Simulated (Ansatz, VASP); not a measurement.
**Cross-check of TiC between VASP and Ansatz**

One calculation is typed for both programs; each brings its own data sets. How far apart do they land? The cell is taken from a series of runs on this material, whose earlier steps may have relaxed, scaled, displaced or heated it; both programs get it as it stands.

Calculated with Ansatz 0.2.0; plane waves, with VASP 6.6.1 beside it; zone-centre phonons at LDA.

## 1. Starting point

It takes space group Immm (No. 71, orthorhombic). The conventional cell has a = 2.988 Å, b = 3.103 Å, c = 4.242 Å, α = 90.00°, β = 90.00°, γ = 90.00°. Nearest to C lie 6 Ti at 2.12 to 2.15 Å. Nearest to Ti lie 6 C at 2.12 to 2.15 Å. Farther neighbours are not listed.

As a file:

```cif
data_structure
_symmetry_space_group_name_H-M 'Immm'
_symmetry_Int_Tables_number 71
_cell_length_a 2.9875
_cell_length_b 3.1032
_cell_length_c 4.2420
_cell_angle_alpha 90.000
_cell_angle_beta 90.000
_cell_angle_gamma 90.000
_cell_volume 39.33
loop_
_atom_site_label
_atom_site_type_symbol
_atom_site_symmetry_multiplicity
_atom_site_Wyckoff_symbol
_atom_site_fract_x
_atom_site_fract_y
_atom_site_fract_z
_atom_site_occupancy
C1 C 2 c 0.00000 0.00000 0.50000 1
Ti1 Ti 2 a 0.00000 0.00000 0.00000 1
```

## 2. VASP: zone-centre phonons, LDA

Second derivatives magnify differences that forces hide, and they need a tight electronic threshold.

Lines of VASP's logs that name or quote its potential files are left out, and so is its time.

INCAR reads:

```
SYSTEM = TiC
PREC = Accurate
ENCUT = 600
EDIFF = 1E-08
NELM = 120
ISMEAR = 1
SIGMA = 0.2
LREAL = .FALSE.
ALGO = Normal
GGA = PW92
NBANDS = 14
LASPH = .TRUE.
LORBIT = 11
LWAVE = .FALSE.
LCHARG = .FALSE.
ISIF = 2
IBRION = 8
GGA_COMPAT = .FALSE.
KPAR = 2
```

POSCAR reads:

```
TiC
1.0
    0.0409133973      2.1534123828      2.1209986751
    2.1534123828      0.0409133973      2.1209986751
    2.1943257801      2.1943257801      0.0000000000
C Ti
1 1
Direct
    0.5000000000      0.5000000000      0.5000000000
    0.0000000000      0.0000000000      0.0000000000
```

KPOINTS reads:

```
Automatic mesh
0
Gamma
16 16 16
0 0 0
```

The projector-augmented-wave data sets are C and Ti_sv (LDA family, release 64).

On the command line:

```bash
mpirun -np 2 vasp_std
```

Numbers of over 12 decimals in the logs are rounded to 6 here.

The program printed:

```text
[banner, memory and clock lines left out]
running    2 mpi-ranks, on    1 nodes
 distrk:  each k-point on    1 cores,    2 groups
 distr:  one band on    1 cores,    1 groups

 POSCAR found type information on POSCAR C Ti
 POSCAR found :  2 types and       2 ions
|                                                                             |
|               ----> ADVICE to this user running VASP <----                  |
|                                                                             |
|     You enforced a specific xc type in the INCAR file but a different       |
|     [... a line on the potential file left out ...]
|     I HOPE YOU KNOW WHAT YOU ARE DOING!                                     |
|                                                                             |

 LDA part: xc-table for (Slater(with rela. corr.)+PW92), standard interpolation
 POSCAR, INCAR and KPOINTS ok, starting setup
 FFT: planning ... GRIDC
 FFT: planning ... GRID_SOFT
 FFT: planning ... GRID
 WAVECAR not read
 entering main loop
       N       E                     dE             d eps       ncg     rms          rms(c)
DAV:   1     0.125573590436E+03    0.12557E+03   -0.88900E+03 17404   0.151E+03
DAV:   2    -0.172669834529E+02   -0.14284E+03   -0.13473E+03 18252   0.371E+02
DAV:   3    -0.256441326318E+02   -0.83771E+01   -0.81772E+01 23292   0.863E+01
DAV:   4    -0.259813567001E+02   -0.33722E+00   -0.33693E+00 21540   0.157E+01
DAV:   5    -0.259899554051E+02   -0.85987E-02   -0.85980E-02 23626   0.215E+00    0.186E+01
DAV:   6    -0.212037981861E+02    0.47862E+01   -0.13286E+01 25100   0.606E+01    0.702E+00
DAV:   7    -0.205643181400E+02    0.63948E+00   -0.23611E+00 21002   0.232E+01    0.523E+00
DAV:   8    -0.205339462462E+02    0.30372E-01   -0.11862E-01 19310   0.384E+00    0.353E+00
DAV:   9    -0.205163900764E+02    0.17556E-01   -0.11255E-01 21636   0.416E+00    0.657E-01
DAV:  10    -0.205160043312E+02    0.38575E-03   -0.10914E-02 23462   0.133E+00    0.638E-01
DAV:  11    -0.205139184822E+02    0.20858E-02   -0.49732E-03 18960   0.106E+00    0.176E-01
DAV:  12    -0.205138780173E+02    0.40465E-04   -0.33044E-04 19980   0.194E-01    0.485E-02
DAV:  13    -0.205138674103E+02    0.10607E-04   -0.27402E-05 20556   0.432E-02    0.718E-03
DAV:  14    -0.205138670816E+02    0.32872E-06   -0.92402E-07 21322   0.135E-02    0.382E-03
DAV:  15    -0.205138670077E+02    0.73893E-07   -0.25312E-07 25196   0.823E-03    0.153E-03
DAV:  16    -0.205138669955E+02    0.12246E-07   -0.65118E-08 18624   0.371E-03    0.530E-04
DAV:  17    -0.205138669946E+02    0.89267E-09   -0.19043E-09 11238   0.706E-04
   1 F= -.20513867E+02 E0= -.20513878E+02  d E =0.322961E-04
 Linear response reoptimize wavefunctions to high precision
DAV:   1    -0.205138669946E+02   -0.29559E-10   -0.42615E-10 12750   0.235E-04
 Linear response DOF=           4
 Linear response progress:
  Degree of freedom:   1/  4
       N       E                     dE             d eps       ncg     rms          rms(c)
RMM:   1    -0.125187996779E+00   -0.12519E+00   -0.52699E-02 67592   0.223E+00
RMM:   2    -0.115779887850E+00    0.94081E-02   -0.53154E-03 60491   0.548E-01    0.143E-01
RMM:   3    -0.116406496106E+00   -0.62661E-03   -0.18118E-03 62974   0.235E-01    0.655E-02
RMM:   4    -0.117385235120E+00   -0.97874E-03   -0.70190E-04 64565   0.143E-01    0.144E-02
RMM:   5    -0.117508616464E+00   -0.12338E-03   -0.14340E-04 73578   0.565E-02    0.276E-03
RMM:   6    -0.117487410038E+00    0.21206E-04   -0.19648E-05 72642   0.231E-02    0.114E-03
RMM:   7    -0.117487658129E+00   -0.24809E-06   -0.41183E-06 75465   0.107E-02    0.629E-04
RMM:   8    -0.117491189204E+00   -0.35311E-05   -0.59169E-07 73863   0.518E-03    0.327E-04
RMM:   9    -0.117489446174E+00    0.17430E-05   -0.36081E-08 75447   0.285E-03    0.115E-04
RMM:  10    -0.117489215587E+00    0.23059E-06   -0.70869E-07 73208   0.150E-03    0.615E-05
RMM:  11    -0.117489321689E+00   -0.10610E-06   -0.11468E-07 75524   0.828E-04    0.424E-05
RMM:  12    -0.117489313232E+00    0.84570E-08   -0.31796E-08 77404   0.441E-04    0.318E-05
 first order change of Fermi-energy   0.57503E-03
 force on displaced ion       1 direction 1 :  -9.727  -0.703   0.000
 Linear response progress:
  Degree of freedom:   2/  4
       N       E                     dE             d eps       ncg     rms          rms(c)
RMM:   1    -0.126598278107E+00   -0.12660E+00   -0.54975E-02 37103   0.238E+00
RMM:   2    -0.116569725080E+00    0.10029E-01   -0.60352E-03 34010   0.588E-01    0.147E-01
RMM:   3    -0.117208536881E+00   -0.63881E-03   -0.20060E-03 35191   0.249E-01    0.672E-02
RMM:   4    -0.118224754805E+00   -0.10162E-02   -0.71492E-04 35687   0.149E-01    0.149E-02
RMM:   5    -0.118349048290E+00   -0.12429E-03   -0.15862E-04 40917   0.606E-02    0.303E-03
RMM:   6    -0.118342828307E+00    0.62200E-05   -0.21208E-05 40391   0.251E-02    0.167E-03
RMM:   7    -0.118336810318E+00    0.60180E-05   -0.49346E-06 40992   0.120E-02    0.794E-04
RMM:   8    -0.118340744262E+00   -0.39339E-05   -0.13071E-06 40773   0.601E-03    0.372E-04
RMM:   9    -0.118338182039E+00    0.25622E-05   -0.53292E-07 41428   0.319E-03    0.136E-04
RMM:  10    -0.118338254668E+00   -0.72629E-07   -0.12837E-06 39991   0.173E-03    0.895E-05
RMM:  11    -0.118338286693E+00   -0.32025E-07   -0.23453E-07 41120   0.929E-04    0.502E-05
RMM:  12    -0.118338282843E+00    0.38496E-08   -0.10163E-07 43027   0.489E-04    0.500E-05
RMM:  13    -0.118338343741E+00   -0.60898E-07   -0.37128E-07 41117   0.289E-04    0.106E-04
RMM:  14    -0.118338220953E+00    0.12279E-06   -0.25750E-08 37995   0.192E-04    0.354E-05
RMM:  15    -0.118338213147E+00    0.78065E-08   -0.56514E-08 40842   0.100E-04    0.132E-05
 first order change of Fermi-energy   0.94937E-03
 force on displaced ion       1 direction 3 :  -0.000  -0.000 -11.288
 Linear response progress:
  Degree of freedom:   3/  4
       N       E                     dE             d eps       ncg     rms          rms(c)
RMM:   1    -0.684119165779E+00   -0.68412E+00    0.76443E+00 30861   0.131E+02
RMM:   2    -0.659878913198E+00    0.24240E-01   -0.23601E-01 52476   0.499E+00    0.223E-01
RMM:   3    -0.658947815838E+00    0.93110E-03   -0.18465E-02 62843   0.118E+00    0.109E-01
RMM:   4    -0.658220867302E+00    0.72695E-03   -0.73928E-03 69273   0.511E-01    0.213E-02
RMM:   5    -0.658771638846E+00   -0.55077E-03   -0.11658E-03 73373   0.205E-01    0.101E-02
RMM:   6    -0.659094805061E+00   -0.32317E-03   -0.30511E-04 73929   0.886E-02    0.706E-03
RMM:   7    -0.659562484459E+00   -0.46768E-03   -0.74375E-05 65441   0.482E-02    0.539E-03
RMM:   8    -0.659460652237E+00    0.10183E-03   -0.37146E-05 71721   0.246E-02    0.724E-04
RMM:   9    -0.659425779568E+00    0.34873E-04   -0.20444E-05 74516   0.141E-02    0.879E-04
RMM:  10    -0.659457925958E+00   -0.32146E-04   -0.14421E-05 71252   0.842E-03    0.109E-04
RMM:  11    -0.659463573899E+00   -0.56479E-05   -0.10672E-05 77295   0.556E-03    0.531E-05
RMM:  12    -0.659464377515E+00   -0.80362E-06   -0.83237E-06 76978   0.385E-03    0.869E-05
RMM:  13    -0.659469437631E+00   -0.50601E-05   -0.65038E-06 69548   0.296E-03    0.188E-05
RMM:  14    -0.659468358548E+00    0.10791E-05   -0.51003E-06 74198   0.228E-03    0.375E-05
RMM:  15    -0.659467963754E+00    0.39479E-06   -0.42027E-06 75426   0.184E-03    0.653E-05
RMM:  16    -0.659468502684E+00   -0.53893E-06   -0.32954E-06 71788   0.152E-03    0.616E-05
RMM:  17    -0.659468518538E+00   -0.15855E-07   -0.27979E-06 77974   0.128E-03    0.717E-05
RMM:  18    -0.659468959509E+00   -0.44097E-06   -0.23286E-06 67892   0.110E-03    0.705E-05
 first order change of Fermi-energy  -0.32045E-03
 force on displaced ion       2 direction 1 :  -9.761  -0.700   0.000
 Linear response progress:
  Degree of freedom:   4/  4
       N       E                     dE             d eps       ncg     rms          rms(c)
RMM:   1    -0.664035291068E+00   -0.66404E+00    0.96166E+00 17522   0.132E+02
RMM:   2    -0.639494089355E+00    0.24541E-01   -0.23910E-01 29353   0.497E+00    0.226E-01
RMM:   3    -0.638478956543E+00    0.10151E-02   -0.18762E-02 34905   0.117E+00    0.111E-01
RMM:   4    -0.637691780314E+00    0.78718E-03   -0.76279E-03 38355   0.511E-01    0.218E-02
RMM:   5    -0.638198298215E+00   -0.50652E-03   -0.12078E-03 40670   0.203E-01    0.104E-02
RMM:   6    -0.638511399582E+00   -0.31310E-03   -0.30490E-04 40817   0.869E-02    0.756E-03
RMM:   7    -0.638767529714E+00   -0.25613E-03   -0.76379E-05 37947   0.428E-02    0.286E-03
RMM:   8    -0.638947802330E+00   -0.18027E-03   -0.35768E-05 38788   0.243E-02    0.263E-03
RMM:   9    -0.638853119233E+00    0.94683E-04   -0.24670E-05 38288   0.142E-02    0.614E-04
RMM:  10    -0.638870499867E+00   -0.17381E-04   -0.16762E-05 41446   0.833E-03    0.248E-04
RMM:  11    -0.638883083431E+00   -0.12584E-04   -0.12364E-05 40762   0.541E-03    0.642E-05
RMM:  12    -0.638880998768E+00    0.20847E-05   -0.89070E-06 42631   0.377E-03    0.798E-05
RMM:  13    -0.638880886879E+00    0.11189E-06   -0.74866E-06 43306   0.281E-03    0.117E-04
RMM:  14    -0.638881958887E+00   -0.10720E-05   -0.56871E-06 41032   0.222E-03    0.111E-04
RMM:  15    -0.638881628324E+00    0.33056E-06   -0.46580E-06 42048   0.180E-03    0.130E-04
RMM:  16    -0.638882293825E+00   -0.66550E-06   -0.37874E-06 38980   0.151E-03    0.122E-04
 first order change of Fermi-energy  -0.65467E-03
 force on displaced ion       2 direction 3 :  -0.000  -0.000 -11.335
 Linear response finished
```

Parts of OUTCAR (step 2):

```text
ion  position               nearest neighbor table
   1  0.500  0.500  0.500-   2 2.12   2 2.12   2 2.15   2 2.15   2 2.15   2 2.15
   2  0.000  0.000  0.000-   1 2.12   1 2.12   1 2.15   1 2.15   1 2.15   1 2.15

  LATTYP: Found a body centered orthorhombic cell.
 ALAT       =     2.9875247158
 B/A-ratio  =     1.0387345959
 C/A-ratio  =     1.4199036841

 Subroutine GETGRP returns: Found  8 space group operations
 (whereof  8 operations were pure point group operations)

The static configuration has the point symmetry D_2h.

 Found    621 irreducible k-points:

   k-points           NKPTS =    621   k-points in BZ     NKDIM =    621   number of bands    NBANDS=     14

   dimension x,y,z NGX =    24 NGY =   24 NGZ =   28
   dimension x,y,z NGXF=    48 NGYF=   48 NGZF=   56

   ENCUT  =  600.0 eV  44.10 Ry    6.64 a.u.   6.04  6.04  6.20*2*pi/ulx,y,z

   NELECT =      16.0000    total number of electrons

 k-points in reciprocal lattice and weights: Automatic mesh
   0.00000000  0.00000000  0.00000000       0.000
   0.06250000  0.00000000  0.00000000       0.001
   0.12500000  0.00000000  0.00000000       0.001
   0.18750000  0.00000000  0.00000000       0.001
   0.25000000  0.00000000  0.00000000       0.001
   0.31250000  0.00000000  0.00000000       0.001
   0.37500000  0.00000000  0.00000000       0.001
   0.43750000  0.00000000  0.00000000       0.001
   0.50000000  0.00000000  0.00000000       0.000
[...]
0.25000000  0.25000000  0.50000000       0.000
  -0.25000000  0.25000000  0.50000000       0.000

 average (electrostatic) potential at core
       1 -48.3760       2 -70.7216

  Total       -0.7824923     -0.7824923      0.0380302     -0.8124205      0.0000000      0.0000000
  in kB      -63.7562330    -63.7562330      3.0986376    -66.1947361      0.0000000      0.0000000
  external PRESSURE =     -41.4712762 kB  Pullay stress =       0.0000000 kB

  energy-cutoff  :      600.00
  volume of cell :       19.66
      direct lattice vectors                 reciprocal lattice vectors
     0.040913397  2.153412383  2.120998675    -0.236686504  0.236686504  0.235738007
     2.153412383  0.040913397  2.120998675     0.236686504 -0.236686504  0.235738007
     2.194325780  2.194325780  0.000000000     0.227860423  0.227860423 -0.235738007

 POSITION                                       TOTAL-FORCE (eV/Angst)
 -----------------------------------------------------------------------------------
      2.19433      2.19433      2.12100        -0.000000      0.000000      0.000000
      0.00000      0.00000      0.00000         0.000000     -0.000000     -0.000000
 -----------------------------------------------------------------------------------
    total drift:                                0.000000     -0.000000     -0.000000

 Eigenvectors and eigenvalues of the dynamical matrix
 ----------------------------------------------------

   1 f  =   16.957022 THz   106.544108 2PiTHz  565.625354 cm-1    70.128574 meV
             X         Y         Z           dx          dy          dz
      2.194326  2.194326  2.120999     0.000000    0.000000    0.893740
      0.000000  0.000000  0.000000    -0.000000    0.000000   -0.448585

   2 f  =   16.298213 THz   102.404692 2PiTHz  543.649866 cm-1    67.403963 meV
             X         Y         Z           dx          dy          dz
      2.194326  2.194326  2.120999    -0.632051   -0.632051    0.000000
      0.000000  0.000000  0.000000     0.317036    0.317036   -0.000000

   3 f  =   15.161999 THz    95.265646 2PiTHz  505.749832 cm-1    62.704959 meV
             X         Y         Z           dx          dy          dz
      2.194326  2.194326  2.120999     0.631981   -0.631981   -0.000000
      0.000000  0.000000  0.000000    -0.317176    0.317176    0.000000

   4 f/i=    0.009691 THz     0.060887 2PiTHz    0.323241 cm-1     0.040077 meV
             X         Y         Z           dx          dy          dz
      2.194326  2.194326  2.120999    -0.317036   -0.317036   -0.000000
      0.000000  0.000000  0.000000    -0.632051   -0.632051   -0.000000

   5 f/i=    0.012365 THz     0.077693 2PiTHz    0.412460 cm-1     0.051138 meV
             X         Y         Z           dx          dy          dz
      2.194326  2.194326  2.120999    -0.317176    0.317176    0.000000
      0.000000  0.000000  0.000000    -0.631981    0.631981    0.000000

   6 f/i=    0.014408 THz     0.090526 2PiTHz    0.480587 cm-1     0.059585 meV
             X         Y         Z           dx          dy          dz
      2.194326  2.194326  2.120999    -0.000000    0.000000   -0.448585
      0.000000  0.000000  0.000000    -0.000000    0.000000   -0.893740

 ELASTIC MODULI CONTR FROM IONIC RELAXATION (kBar)
 Direction    XX          YY          ZZ          XY          YZ          ZX
 --------------------------------------------------------------------------------
 XX           0.0000      0.0000      0.0000      0.0000      0.0000      0.0000
 YY           0.0000      0.0000      0.0000      0.0000      0.0000      0.0000
 ZZ           0.0000      0.0000      0.0000      0.0000      0.0000      0.0000
 XY           0.0000      0.0000      0.0000      0.0000      0.0000      0.0000
 YZ           0.0000      0.0000      0.0000      0.0000      0.0000      0.0000
 ZX           0.0000      0.0000      0.0000      0.0000      0.0000      0.0000
 --------------------------------------------------------------------------------
```

(Continued in part 2 of 2.)

[Lines on the potential files, build, host, timing and source positions are cut from VASP's logs without a mark.]

[Logs are printed without paths, hosts, clocks, repeated set-up lines and the standing remarks that a program may print on its own settings, such as how far it seeks lower states.]

[Hosts, paths, dates, database ids (printed as entryN), source tags and the programs' standing remarks are cut or masked in the printed files.]
